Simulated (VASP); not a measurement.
```
CELL_PARAMETERS angstrom
      5.65250    -1.57378    -0.00317
      5.65250     1.57378    -0.00317
     -0.07574     0.00000     5.02790
ATOMIC_POSITIONS crystal
  Mo 0.09119 0.09119 0.50255
  Mo 0.90956 0.90956 0.99292
  P  0.70117 0.70117 0.80310
  P  0.43405 0.43405 0.62651
  P  0.56925 0.56925 0.11891
  As 0.29478 0.29478 0.29801
```

The numbers are results of PBEsol GGA, VASP's PBE PAW potentials (set 64) (plane waves; VASP), not measurements. Run with 400 eV cut-off, 11×11×7 Γ-centred mesh, tetrahedra with Blöchl corrections, potentials Mo_sv P As.

The cores are frozen, which limits the accuracy of field gradients.

Give the principal components of the electric field gradient (V/Å²) and the asymmetry η at each nucleus.

```csv
atom,Vxx,Vyy,Vzz,η
Mo1,49.6,3.2,-52.8,0.88
Mo2,-45.7,-5.9,51.5,0.77
P3,40.6,2.3,-42.9,0.89
P4,-12.2,-6.2,18.5,0.32
P5,-12.6,-2.9,15.5,0.63
As6,75.1,35.8,-110.9,0.35
```

The structure comes from a computed database's Mo2AsP3 entry (Cm); how it stands against other phases isn't given here. It was relaxed first.
